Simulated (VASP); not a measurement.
# CaO: exact exchange and RPA correlation, part 2 of 6

How do cheaper functionals compare with the RPA for CaO, and at what cost? The scan starts from a database cell, scaled to the smallest volume of the series. The cell is of the rock-salt type, one of the forms listed for this formula. The start is a computed cell from the Materials Project.

VASP 6.6.1, plane waves and PAW; the level of theory is named at each step.

So far. Step 3 (Exact exchange, volume ratio 0.92): The Hartree-Fock energy on these orbitals is -15.9486 eV an atom. Step 4 (Empty bands, volume ratio 0.92): WAVECAR now holds 776 bands for 16 electrons. Its independent-particle dielectric tensor has xx, yy, zz = 4.1, 4.1, 4.1 on this mesh, which isn't tested for convergence in mesh or bands and lacks local fields.

**5. RPA correlation, volume ratio 0.92**

This step: RPA correlation on LDA orbitals; plane waves and PAW (Ca_sv_GW, O_GW) (VASP 6.6.1).

The RPA correlation energy follows from the response function on imaginary frequencies; VASP computes it for a row of response cutoffs and extrapolates.

The input, INCAR:

```
SYSTEM = CaO
PREC = Accurate
ENCUT = 560
ISMEAR = 0
SIGMA = 0.05
LREAL = .FALSE.
GGA = CA
NBANDS = 776
ALGO = ACFDT
ENCUTGW = 200
NOMEGA = 12
PRECFOCK = Fast
LWAVE = .FALSE.
LCHARG = .FALSE.
```

The input, POSCAR:

```
CaO
1.0
    0.0000000000      2.3376714131      2.3376714131
    2.3376714131      0.0000000000      2.3376714131
    2.3376714131      2.3376714131      0.0000000000
Ca O
1 1
Direct
    0.0000000000      0.0000000000      0.0000000000
    0.5000000000      0.5000000000      0.5000000000
```

The input, KPOINTS:

```
Automatic mesh
0
Gamma
6 6 6
0 0 0
```

PAW data sets: Ca_sv_GW and O_GW (LDA family, release 64).

Launch:

```bash
$ mpirun -np 4 vasp_std
```

What it wrote:

```text
[banner, memory and clock lines left out]
running    4 mpi-ranks, on    1 nodes
 distrk:  each k-point on    4 cores,    1 groups
 distr:  one band on    1 cores,    4 groups

 POSCAR found type information on POSCAR CaO
 POSCAR found :  2 types and       2 ions
 LDA part: xc-table for (Slater(with rela. corr.)+CA(PZ))
 , standard interpolation
 found WAVECAR, reading the header
 POSCAR, INCAR and KPOINTS ok, starting setup
 FFT: planning ... GRIDC
 FFT: planning ... GRID_SOFT
 FFT: planning ... GRID
 reading WAVECAR
 the WAVECAR file was read successfully
 initial charge from wavefunction
 available memory per node:     64.86 GB, setting MAXMEM to     66412

 The Fermi energy was updated, please check that it is located mid-gap
 values below the HOMO (VB) or above the LUMO (CB) will cause erroneous energies
 E-fermi :   6.6183

 the WAVEDER file was read successfully
 set NWRITE>2 for more details about minimax calculation
 number of imaginary grid points requested:      12
 number of distinct grids requested:  1
 quadrature errors minimized for energies in [ 0.343E+01, 0.586E+03 ]
 bosonic grid (T=0, re) determined with error: 0.9635E-08
 bosonic grid (re): 0.9635E-08
       0.7762       2.5062       4.8235       8.3191      13.9507
      23.3658      39.5048      67.7858     118.6211     213.7862
     409.7768     964.2955
energies w=
    0.000    0.776    0.000    2.506    0.000    4.823    0.000    8.319
    0.000   13.951    0.000   23.366    0.000   39.505    0.000   67.786
    0.000  118.621    0.000  213.786    0.000  409.777    0.000  964.295
 responsefunction array rank=     176
 LDA part: xc-table for (Slater(with rela. corr.)+CA(PZ))
 , standard interpolation

 min. memory requirement per mpi rank    629.0 MB, per node   2515.9 MB

 allocating   3 responsefunctions rank=   176
 shmem allocating  12 responsefunctions rank=   176
 response function shared by NCSHMEM nodes    1
 Doing            3  frequencies on each core in blocks of           12
NQ=   1    0.0000    0.0000    0.0000,
|.........|.........|.........|.........
 performed      15925000 updates of chi_q(r,r)
 total number of BLAS operations       3638.73 Gflops
NQ=   2    0.1667    0.0000    0.0000,
|.........|.........|.........|.........
 performed      31850000 updates of chi_q(r,r)
 total number of BLAS operations       7107.25 Gflops
NQ=   3    0.3333    0.0000    0.0000,
|.........|.........|.........|.........
 performed      47775000 updates of chi_q(r,r)
 total number of BLAS operations      10089.60 Gflops
NQ=   4    0.5000    0.0000    0.0000,
|.........|.........|.........|.........
 performed      63700000 updates of chi_q(r,r)
 total number of BLAS operations      13685.39 Gflops
NQ=   5    0.1667    0.1667    0.0000,
|.........|.........|.........|.........
 performed      79625000 updates of chi_q(r,r)
 total number of BLAS operations      16987.78 Gflops
NQ=   6    0.3333    0.1667    0.0000,
|.........|.........|.........|.........
 performed      95550000 updates of chi_q(r,r)
 total number of BLAS operations      20290.17 Gflops
NQ=   7    0.5000    0.1667    0.0000,
|.........|.........|.........|.........
 performed     111475000 updates of chi_q(r,r)
 total number of BLAS operations      23885.96 Gflops
NQ=   8   -0.3333    0.1667    0.0000,
|.........|.........|.........|.........
 performed     127400000 updates of chi_q(r,r)
 total number of BLAS operations      27188.35 Gflops
NQ=   9   -0.1667    0.1667    0.0000,
|.........|.........|.........|.........
 performed     143325000 updates of chi_q(r,r)
 total number of BLAS operations      30449.84 Gflops
NQ=  10    0.3333    0.3333    0.0000,
|.........|.........|.........|.........
 performed     159250000 updates of chi_q(r,r)
 total number of BLAS operations      34131.76 Gflops
NQ=  11    0.5000    0.3333    0.0000,
|.........|.........|.........|.........
 performed     175175000 updates of chi_q(r,r)
 total number of BLAS operations      37727.55 Gflops
NQ=  12   -0.3333    0.3333    0.0000,
|.........|.........|.........|.........
 performed     191100000 updates of chi_q(r,r)
 total number of BLAS operations      41496.61 Gflops
NQ=  13    0.5000    0.5000    0.0000,
|.........|.........|.........|.........
 performed     207025000 updates of chi_q(r,r)
 total number of BLAS operations      45353.83 Gflops
NQ=  14    0.5000    0.3333    0.1667,
|.........|.........|.........|.........
 performed     222950000 updates of chi_q(r,r)
 total number of BLAS operations      48738.78 Gflops
NQ=  15   -0.3333    0.3333    0.1667,
|.........|.........|.........|.........
 performed     238875000 updates of chi_q(r,r)
 total number of BLAS operations      52334.57 Gflops
NQ=  16   -0.3333    0.5000    0.1667,
|.........|.........|.........|.........
 performed     254800000 updates of chi_q(r,r)
 total number of BLAS operations      55678.11 Gflops
 entering main loop
```

Wall time 6.3 min (4 MPI ranks of Intel Xeon 6975P-C (Granite Rapids), shared host); peak memory 2.9 GiB; 25 min of CPU time.

OUTCAR, selected parts (step 5):

```text
   k-points           NKPTS =     16   k-points in BZ     NKDIM =    216   number of bands    NBANDS=    776

   NELECT =      16.0000    total number of electrons

 E-fermi :   6.6183

 Hartree contr. to MP2           -0.428217      0.000000

 Hartree contr. to MP2           -3.512382      0.000000

 Hartree contr. to MP2           -3.474056      0.000000

 Hartree contr. to MP2           -1.721108      0.000000

      cutoff energy     smooth cutoff   RPA   correlation   Hartree contr. to MP2

      cutoff energy     smooth cutoff   RPA   correlation   Hartree contr. to MP2
---------------------------------------------------------------------------------
            200.000           160.000      -20.3428335809      -31.8368657830
            190.476           152.381      -20.0387813337      -31.4452447172
            181.406           145.125      -19.7222536560      -31.0306908180
            172.768           138.214      -19.3959001157      -30.5960033674
            164.541           131.632      -19.0568326026      -30.1366495755
            156.705           125.364      -18.7085224484      -29.6568960619
            149.243           119.394      -18.3485470027      -29.1526305663
            142.136           113.709      -17.9797573375      -28.6275174473
  linear regression

  converged value                          -23.8273705918      -36.5995718430

[... 7 parts as in an earlier step ...]

[... 2 further parts left out ...]
```

Numbers from this step:

* RPA correlation energy: -23.83 eV

Extrapolated by the program to an infinite response cutoff, the correlation energy is -11.914 eV an atom. With exact exchange the total is -27.8623 eV an atom.

**6. Comparison: r2SCAN, volume ratio 0.92**

This step: r2SCAN; plane waves and PAW (Ca_sv_GW, O_GW) (VASP 6.6.1).

For comparison the same cell is computed with r2SCAN.

The input, INCAR:

```
SYSTEM = CaO
PREC = Accurate
ENCUT = 560
EDIFF = 1E-06
NELM = 100
ISMEAR = 0
SIGMA = 0.05
LREAL = .FALSE.
ALGO = Normal
METAGGA = R2SCAN
LASPH = .TRUE.
NBANDS = 14
LWAVE = .FALSE.
LCHARG = .FALSE.
KPAR = 4
```

POSCAR is that of step 5.

KPOINTS is that of step 5.

Launch:

```bash
$ mpirun -np 4 vasp_std
```

What it wrote:

```text
[banner, memory and clock lines left out]
running    4 mpi-ranks, on    1 nodes
 distrk:  each k-point on    1 cores,    4 groups
 distr:  one band on    1 cores,    1 groups

 POSCAR found type information on POSCAR CaO
 POSCAR found :  2 types and       2 ions
|                                                                             |
|               ----> ADVICE to this user running VASP <----                  |
|                                                                             |
|     You enforced a specific xc type in the INCAR file but a different       |
|     [... a line on the potential file left out ...]
|     I HOPE YOU KNOW WHAT YOU ARE DOING!                                     |
|                                                                             |

 LDA part: xc-table for (None), standard interpolation
 POSCAR, INCAR and KPOINTS ok, starting setup
 FFT: planning ... GRIDC
 FFT: planning ... GRID_SOFT
 FFT: planning ... GRID
 WAVECAR not read
 entering main loop
       N       E                     dE             d eps       ncg     rms          rms(c)
DAV:   1     0.134539181946E+03    0.13454E+03   -0.76936E+03   456   0.129E+03
DAV:   2    -0.860613788200E+02   -0.22060E+03   -0.19438E+03   628   0.539E+02
DAV:   3    -0.103958272546E+03   -0.17897E+02   -0.17178E+02   724   0.170E+02
DAV:   4    -0.104302623846E+03   -0.34435E+00   -0.34387E+00   600   0.215E+01
DAV:   5    -0.104306970870E+03   -0.43470E-02   -0.43435E-02   648   0.292E+00    0.145E+01
DAV:   6    -0.934101928932E+02    0.10897E+02   -0.66749E+00   760   0.448E+01    0.125E+01
DAV:   7    -0.935758522864E+02   -0.16566E+00   -0.10739E+00   658   0.974E+00    0.109E+01
DAV:   8    -0.938792685659E+02   -0.30342E+00   -0.13128E+00   708   0.203E+01    0.867E+00
DAV:   9    -0.936014554437E+02    0.27781E+00   -0.81020E-01   726   0.152E+01    0.587E-01
DAV:  10    -0.936017374852E+02   -0.28204E-03   -0.34486E-02   614   0.241E+00    0.506E-01
DAV:  11    -0.936044824067E+02   -0.27449E-02   -0.37496E-03   772   0.107E+00    0.748E-01
DAV:  12    -0.936018987411E+02    0.25837E-02   -0.92797E-03   782   0.148E+00    0.170E-01
DAV:  13    -0.936018270857E+02    0.71655E-04   -0.31811E-04   550   0.220E-01    0.303E-02
DAV:  14    -0.936018141968E+02    0.12889E-04   -0.39700E-05   738   0.807E-02    0.128E-02
DAV:  15    -0.936018138206E+02    0.37623E-06   -0.11270E-06   336   0.128E-02
   1 F= -.93601814E+02 E0= -.93601814E+02  d E =-.352867E-17
```

It took 8.6 s on 4 MPI ranks; peak memory 0.6 GiB.

OUTCAR, selected parts (step 6):

```text
   NELECT =      16.0000    total number of electrons

 E-fermi :   5.2356

 k-point     1 :       0.0000    0.0000    0.0000
  band No.  band energies     occupation
    ...
      4     -13.5979      2.00000
      5     -11.6790      2.00000
      6       4.9513      2.00000
      7       4.9513      2.00000
      8       4.9513      2.00000
      9      11.1287      0.00000
     10      12.0201      0.00000
     11      12.0201      0.00000
     12      12.0201      0.00000
     13      13.7935      0.00000
    ...

  Total        1.5347748      1.5347748      1.5347748      0.0000000      0.0000000     -0.0000000
  in kB       96.2442634     96.2442634     96.2442634      0.0000000      0.0000000     -0.0000000
  external PRESSURE =      96.2442634 kB  Pullay stress =       0.0000000 kB

  FREE ENERGIE OF THE ION-ELECTRON SYSTEM (eV)
  ---------------------------------------------------
  free  energy   TOTEN  =       -93.6018138206 eV

  energy  without entropy=      -93.6018138206  energy(sigma->0) =      -93.60181382

[... 9 parts as in an earlier step ...]

[... 8 further parts left out ...]
```

The PAW data sets were made with LDA, a small mismatch for this functional.

This step gave:

```
free energy (TOTEN)            : -93.6018 eV
Fermi energy                   : 5.236 eV
pressure                       : 9.624 GPa
gap on the k-mesh              : 4.180 eV
least direct gap on the k-mesh : 4.537 eV
```

Its energy is -46.8009 eV an atom, on a zero of its own.

**7. Orbitals for comparison: HSE06, volume ratio 0.92**

This step: LDA; plane waves and PAW (Ca_sv_GW, O_GW) (VASP 6.6.1).

A hybrid converges faster from good orbitals, so a cheap LDA run writes WAVECAR first.

The input, INCAR:

```
SYSTEM = CaO
PREC = Accurate
ENCUT = 560
EDIFF = 1E-05
NELM = 100
ISMEAR = 0
SIGMA = 0.05
LREAL = .FALSE.
ALGO = Normal
GGA = CA
NBANDS = 14
LORBIT = 11
LWAVE = .TRUE.
LCHARG = .FALSE.
KPAR = 4
```

POSCAR is that of step 6.

KPOINTS is that of step 6.

Launch:

```bash
$ mpirun -np 4 vasp_std
```

What it wrote:

```text
[... set-up lines as in an earlier step ...]
 entering main loop
       N       E                     dE             d eps       ncg     rms          rms(c)
[... 11 cycles as in an earlier step ...]
DAV:  12    -0.191708309691E+02   -0.12525E-04   -0.68985E-05   624   0.126E-01    0.692E-02
DAV:  13    -0.191708163655E+02    0.14604E-04   -0.42000E-05   542   0.121E-01    0.445E-02
DAV:  14    -0.191708165610E+02   -0.19547E-06   -0.17483E-06   266   0.123E-02
   1 F= -.19170817E+02 E0= -.19170817E+02  d E =-.499517E-13
 writing wavefunctions
```

It took 2 s on 4 MPI ranks; peak memory 0.5 GiB; 6 s of CPU time.

From OUTCAR (step 7):

```text
   NELECT =      16.0000    total number of electrons

 E-fermi :   5.1425

 k-point     1 :       0.0000    0.0000    0.0000
  band No.  band energies     occupation
    ...
      4     -12.8103      2.00000
      5     -10.4511      2.00000
      6       4.9039      2.00000
      7       4.9039      2.00000
      8       4.9039      2.00000
      9      10.1944      0.00000
     10      11.2167      0.00000
     11      11.2167      0.00000
     12      11.2167      0.00000
     13      12.9273      0.00000
    ...

  Total        0.3936907      0.3936907      0.3936907      0.0000000     -0.0000000      0.0000000
  in kB       24.6879673     24.6879673     24.6879673      0.0000000     -0.0000000      0.0000000
  external PRESSURE =      24.6879673 kB  Pullay stress =       0.0000000 kB

  FREE ENERGIE OF THE ION-ELECTRON SYSTEM (eV)
  ---------------------------------------------------
  free  energy   TOTEN  =       -19.1708165610 eV

  energy  without entropy=      -19.1708165610  energy(sigma->0) =      -19.17081656

[... 9 parts as in an earlier step ...]

[... 9 further parts left out ...]
```

This step gave:

```yaml
free_energy_toten: -19.17 eV
fermi_energy: 5.143 eV
pressure: 2.469 GPa
gap_on_the_k_mesh: 3.429 eV
least_direct_gap_on_the_k_mesh: 3.783 eV
```

The run ends at a pressure of 2.47 GPa.

**8. Comparison: HSE06, volume ratio 0.92**

This step: HSE06; plane waves and PAW (Ca_sv_GW, O_GW) (VASP 6.6.1).

For comparison the same cell is computed with HSE06.

The input, INCAR:

```
SYSTEM = CaO
PREC = Accurate
ENCUT = 560
EDIFF = 1E-06
NELM = 100
ISMEAR = 0
SIGMA = 0.05
LREAL = .FALSE.
ALGO = Normal
LHFCALC = .TRUE.
AEXX = 0.25
GGA = PE
HFSCREEN = 0.2
LASPH = .TRUE.
NBANDS = 14
PRECFOCK = Fast
LWAVE = .FALSE.
LCHARG = .FALSE.
KPAR = 4
```

POSCAR is that of step 7.

KPOINTS is that of step 7.

The WAVECAR or CHGCAR of an earlier step is read.

Launch:

```bash
$ mpirun -np 4 vasp_std
```

What it wrote:

```text
[banner, memory and clock lines left out]
running    4 mpi-ranks, on    1 nodes
 distrk:  each k-point on    1 cores,    4 groups
 distr:  one band on    1 cores,    1 groups

 POSCAR found type information on POSCAR CaO
 POSCAR found :  2 types and       2 ions
 [... a notice as in an earlier step ...]

 LDA part: xc-table for (Slater+PW92), standard interpolation
 found WAVECAR, reading the header
 POSCAR, INCAR and KPOINTS ok, starting setup
 FFT: planning ... GRIDC
 FFT: planning ... GRID_SOFT
 FFT: planning ... GRID
 reading WAVECAR
 the WAVECAR file was read successfully
 initial charge from wavefunction
 entering main loop
       N       E                     dE             d eps       ncg     rms          rms(c)
DAV:   1    -0.208510229431E+02   -0.20851E+02   -0.72560E-01   618   0.188E+01    0.174E+00
DAV:   2    -0.208221091636E+02    0.28914E-01   -0.70372E-02   700   0.448E+00    0.959E-01
DAV:   3    -0.208233305114E+02   -0.12213E-02   -0.16319E-02   712   0.138E+00    0.657E-01
DAV:   4    -0.208223902173E+02    0.94029E-03   -0.12588E-03   586   0.778E-01    0.388E-01
DAV:   5    -0.208221324618E+02    0.25776E-03   -0.87995E-04   772   0.467E-01    0.242E-01
DAV:   6    -0.208220651145E+02    0.67347E-04   -0.42851E-05   600   0.100E-01    0.155E-01
DAV:   7    -0.208220379013E+02    0.27213E-04   -0.19188E-05   712   0.550E-02    0.107E-01
DAV:   8    -0.208220328043E+02    0.50970E-05   -0.57975E-06   522   0.406E-02    0.686E-02
DAV:   9    -0.208220310480E+02    0.17563E-05   -0.19339E-06   388   0.277E-02    0.400E-02
DAV:  10    -0.208220306275E+02    0.42057E-06   -0.47486E-07   242   0.131E-02
   1 F= -.20822031E+02 E0= -.20822031E+02  d E =-.327695E-21
```

Elapsed: 72 s, on 4 MPI ranks; peak memory 0.98 GiB.

From OUTCAR (step 8):

```text
   k-points           NKPTS =     16   k-points in BZ     NKDIM =    216   number of bands    NBANDS=     14

   NELECT =      16.0000    total number of electrons

 E-fermi :   4.5174

 k-point     1 :       0.0000    0.0000    0.0000
  band No.  band energies     occupation
    ...
      4     -14.8755      2.00000
      5     -13.0048      2.00000
      6       4.1948      2.00000
      7       4.1948      2.00000
      8       4.1948      2.00000
      9      11.2350      0.00000
     10      12.6581      0.00000
     11      12.6581      0.00000
     12      12.6581      0.00000
     13      14.4283      0.00000
    ...

 POSITION                                       TOTAL-FORCE (eV/Angst)
 -----------------------------------------------------------------------------------
      0.00000      0.00000      0.00000         0.000000      0.000000      0.000000
      2.33767      2.33767      2.33767        -0.000000     -0.000000      0.000000
 -----------------------------------------------------------------------------------
    total drift:                                0.000000      0.000000     -0.000000

  FREE ENERGIE OF THE ION-ELECTRON SYSTEM (eV)
  ---------------------------------------------------
  free  energy   TOTEN  =       -20.8220306275 eV

  energy  without entropy=      -20.8220306275  energy(sigma->0) =      -20.82203063

[... 8 parts as in an earlier step ...]

[... 8 further parts left out ...]
```

Numbers from this step:

```yaml
free_energy_toten: -20.82 eV
fermi_energy: 4.517 eV
gap_on_the_k_mesh: 5.337 eV
least_direct_gap_on_the_k_mesh: 5.740 eV
```

Its energy is -10.4110 eV an atom, on a zero of its own.

**9. Orbitals, volume ratio 0.96**

This step: LDA; plane waves and PAW (Ca_sv_GW, O_GW) (VASP 6.6.1).

The same chain follows at a volume ratio of 0.96.

The input, INCAR:

```
SYSTEM = CaO
PREC = Accurate
ENCUT = 560
EDIFF = 1E-08
NELM = 100
ISMEAR = 0
SIGMA = 0.05
LREAL = .FALSE.
ALGO = Normal
GGA = CA
NBANDS = 14
LORBIT = 11
LWAVE = .TRUE.
LCHARG = .FALSE.
KPAR = 4
```

The input, POSCAR:

```
CaO
1.0
    0.0000000000      2.3710712315      2.3710712315
    2.3710712315      0.0000000000      2.3710712315
    2.3710712315      2.3710712315      0.0000000000
Ca O
1 1
Direct
    0.0000000000      0.0000000000      0.0000000000
    0.5000000000      0.5000000000      0.5000000000
```

KPOINTS is that of step 8.

Launch:

```bash
$ mpirun -np 4 vasp_std
```

What it wrote:

```text
[... set-up lines as in an earlier step ...]
 entering main loop
       N       E                     dE             d eps       ncg     rms          rms(c)
DAV:   1     0.205677266609E+03    0.20568E+03   -0.77376E+03   448   0.128E+03
DAV:   2    -0.667887345577E+01   -0.21236E+03   -0.18789E+03   602   0.496E+02
DAV:   3    -0.227157719694E+02   -0.16037E+02   -0.15670E+02   746   0.162E+02
DAV:   4    -0.230697320791E+02   -0.35396E+00   -0.35348E+00   610   0.232E+01
[...]
DAV:  15    -0.191697023480E+02    0.10435E-06   -0.34663E-07   766   0.101E-02    0.234E-02
DAV:  16    -0.191697023217E+02    0.26314E-07   -0.50569E-08   550   0.263E-03    0.531E-04
DAV:  17    -0.191697023221E+02   -0.34674E-09   -0.10231E-09   260   0.976E-04
   1 F= -.19169702E+02 E0= -.19169702E+02  d E =-.178069E-26
 writing wavefunctions
```

Elapsed: 2.4 s, on 4 MPI ranks; peak memory 0.52 GiB.

From OUTCAR (step 9):

```text
  Total       -0.4926597     -0.4926597     -0.4926597      0.0000000      0.0000000     -0.0000000
  in kB      -29.6069592    -29.6069592    -29.6069592      0.0000000      0.0000000     -0.0000000
  external PRESSURE =     -29.6069592 kB  Pullay stress =       0.0000000 kB

 POSITION                                       TOTAL-FORCE (eV/Angst)
 -----------------------------------------------------------------------------------
      0.00000      0.00000      0.00000        -0.000000      0.000000      0.000000
      2.37107      2.37107      2.37107         0.000000     -0.000000     -0.000000
 -----------------------------------------------------------------------------------
    total drift:                                0.000000      0.000000      0.000000

  FREE ENERGIE OF THE ION-ELECTRON SYSTEM (eV)
  ---------------------------------------------------
  free  energy   TOTEN  =       -19.1697023221 eV

  energy  without entropy=      -19.1697023221  energy(sigma->0) =      -19.16970232

[... 1 part as in an earlier step ...]

[... 2 further parts left out ...]
[key lines of the parts left out:]
E-fermi :   4.9054
```

The run ends at a pressure of -2.96 GPa.

(Part 2 of 6 ends here.)

[Lines on the potential files, build, host, timing and source positions are cut from VASP's logs without a mark.]

[Logs are printed without paths, hosts, clocks, repeated set-up lines and the standing remarks that a program may print on its own settings, such as how far it seeks lower states.]

[Hosts, paths, dates, database ids (printed as entryN), source tags and the programs' standing remarks are cut or masked in the printed files.]

[Pressures printed for these runs are not shown converged in the cutoff: they can be off by several GPa and have the wrong sign.]
